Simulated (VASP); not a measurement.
Data:

```yaml
crystal:
  lattice:
    - [0.00000, 1.91000, 1.91000]
    - [1.91000, 0.00000, 1.91000]
    - [1.91000, 1.91000, 0.00000]
  atoms:
    - { symbol: Pd, position: [0.00000, 0.00000, 0.00000] }
```

Method: PBE GGA, VASP's PBE PAW potentials (set 64) (plane waves; VASP 6.6.1). Run with 480 eV cut-off, 14×14×14 Γ-centred mesh, first-order Methfessel-Paxton smearing of 0.10 eV, potentials Pd.

Question: Give the stress tensor in GPa (positive for a compressed cell).

Answer: 
```
20.49   0.00   0.00
 0.00  20.49   0.00
 0.00   0.00  20.49
```
The pressure is its mean diagonal, 20.49 GPa.

The compound is Pd in the fcc structure. This cell was strained or had an atom moved on purpose.
